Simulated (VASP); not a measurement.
Crystal: Be2N.

```xyz
3
Lattice="3.0968 0.0000 0.0000 -1.5484 2.6819 0.0000 0.0000 0.0000 3.0975" Properties=species:S:1:pos:R:3 pbc="T T T"
Be    0.0000    1.7879    1.5488
Be    1.5484    0.8940    1.5488
N     0.0000    0.0000    0.0000
```

The cell was built by a generator and needn't be a form met in nature.

| Quantity | Value |
| --- | --- |
| Program | VASP 6.6.1 |
| Task | relaxation of cell and atoms |
| Functional | MS2 |
| Potentials or basis | VASP PAW PBE potentials, release 64 (Be, N) |
| Cutoff | 600 eV |
| k mesh | 10 × 10 × 9 |
| Occupations | gaussian, width 0.05 eV |
| Spin | no spin polarisation |

At the start: pressure 2.8 GPa; volume 8.58 Å³/atom.

Q: How do energy, volume and symmetry change on relaxing?

A: Over 9 steps the energy falls by 316.6 meV/atom and the volume is 8.31 Å³/atom (-3.1 %); space group P6/mmm (No. 191, to 0.05 Å).

The path:
```
step  energy change (eV)  largest force (eV/Å)  pressure (GPa)  volume (Å³)
   1              0.0000                0.0000            2.82        25.73
   2             -0.9343                0.0000           -3.66        25.83
   3             -0.9390                0.0000           -3.72        25.86
   4             -0.9387                0.0000           -3.72        25.86
   5             -0.9491                0.0000           -0.79        25.14
   6             -0.9495                0.0000           -0.05        24.97
   7             -0.9495                0.0000            0.02        24.95
   8             -0.9496                0.0000            0.05        24.95
   9             -0.9497                0.0000            0.09        24.93
```

Final structure:
```yaml
crystal:
  lattice:
    - [3.28631, 0.00000, 0.00000]
    - [-1.64315, 2.84603, 0.00000]
    - [0.00000, 0.00000, 2.66556]
  atoms:
    - { symbol: Be, position: [0.33333, 0.66667, 0.50000] }
    - { symbol: Be, position: [0.66667, 0.33333, 0.50000] }
    - { symbol: N, position: [0.00000, 0.00000, 0.00000] }
```

Caveat: the PAW data sets were made with another functional, which shifts forces and pressure a little.
